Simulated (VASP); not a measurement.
Write the native input for VASP 6.6.1 that does the following.

* Task: relaxation of cell and atoms
* Functional: PBEsol
* Potentials or basis: VASP PAW PBE potentials, release 64 (Si, Al)
* Cutoff: 600 eV
* k mesh: 6 × 6 × 6
* Occupations: methfessel-paxton, width 0.1 eV
* Spin: no spin polarisation
* Further INCAR settings: LREAL = Auto; ALGO = Normal; EDIFF = 1e-06; IBRION = 2; EDIFFG = -0.01; NSW = 90; ISIF = 3

The structure of Al31Si lies in POSCAR:

```
Al31Si
1.0
    8.0849731900      0.0000000000      0.0000000000
    0.0000000000     -8.0849731900      0.0000000000
    0.0000000000      0.0000000000     -8.0849731900
Si Al
1 31
Direct
    0.5000000000      0.7500000000      0.7500000000
    0.7500000000      0.5000000000      0.7500000000
    0.7500000000      0.7500000000      0.5000000000
    0.0000000000      0.7500000000      0.7500000000
    0.2500000000      0.5000000000      0.7500000000
    0.5000000000      0.2500000000      0.7500000000
    0.7500000000      0.0000000000      0.7500000000
    0.2500000000      0.7500000000      0.5000000000
    0.5000000000      0.5000000000      0.5000000000
    0.7500000000      0.2500000000      0.5000000000
    0.5000000000      0.7500000000      0.2500000000
    0.7500000000      0.5000000000      0.2500000000
    0.7500000000      0.7500000000      0.0000000000
    0.0000000000      0.2500000000      0.7500000000
    0.2500000000      0.0000000000      0.7500000000
    0.0000000000      0.5000000000      0.5000000000
    0.2500000000      0.2500000000      0.5000000000
    0.5000000000      0.0000000000      0.5000000000
    0.0000000000      0.7500000000      0.2500000000
    0.2500000000      0.5000000000      0.2500000000
    0.5000000000      0.2500000000      0.2500000000
    0.7500000000      0.0000000000      0.2500000000
    0.2500000000      0.7500000000      0.0000000000
    0.5000000000      0.5000000000      0.0000000000
    0.7500000000      0.2500000000      0.0000000000
    0.0000000000      0.0000000000      0.5000000000
    0.0000000000      0.2500000000      0.2500000000
    0.2500000000      0.0000000000      0.2500000000
    0.0000000000      0.5000000000      0.0000000000
    0.2500000000      0.2500000000      0.0000000000
    0.5000000000      0.0000000000      0.0000000000
    0.0000000000      0.0000000000      0.0000000000
```

The cell was built by a generator and needn't be a form met in nature.

One way to write it, as run:

INCAR

```
SYSTEM = Al31Si
PREC     = Accurate       ! precision mode
ENCUT    = 600            ! plane-wave cutoff, eV
EDIFF    = 1E-6           ! SCF threshold, eV
ISMEAR   = 1              ! smearing method
SIGMA    = 0.1            ! smearing width, eV
LREAL    = Auto         
LASPH    = .TRUE.         ! aspherical terms in the spheres
NELM     = 80             ! most SCF steps
ALGO     = Normal         ! electronic algorithm
ISIF     = 3              ! what is computed and relaxed
LWAVE    = .FALSE.        ! write WAVECAR
LCHARG   = .FALSE.        ! write CHGCAR
GGA      = PS             ! functional
IBRION   = 2              ! ionic algorithm
NSW      = 90             ! ionic steps
EDIFFG   = -0.01          ! ionic threshold
LUSENCCL = .FALSE.
```

KPOINTS

```
Automatic mesh
0
G
  6 6 6
  0 0 0
```

Potentials or basis: VASP PAW PBE potentials, release 64 (Si, Al).

Command:

```bash
$ cat potpaw_PBE.64/Si/POTCAR potpaw_PBE.64/Al/POTCAR > POTCAR
$ mpirun -np 1 vasp_std > vasp.out
```

Results of the run:

```
Relaxed volume                         : 16.08 Å³/atom
Relaxed cell                           : a = 8.013 Å, b = 8.013 Å, c = 8.013 Å, α = 90.00°, β = 90.00°, γ = 90.00°
Space group after relaxing (to 0.05 Å) : Pm-3m (No. 221)
Energy gained by relaxing              : 3.0 meV/atom
Ionic steps                            : 7
Pressure after relaxing                : 0.0 GPa
Band gap on the k mesh                 : none (metal or under the smearing width)
```

Caveat: the PAW data sets were made with another functional, which shifts forces and pressure a little.

Wall time 25 min on 1 × NVIDIA H100 80GB with 1 thread of AMD EPYC 7R13 Processor (Zen 3), on a shared host, peak memory 1.9 GiB.
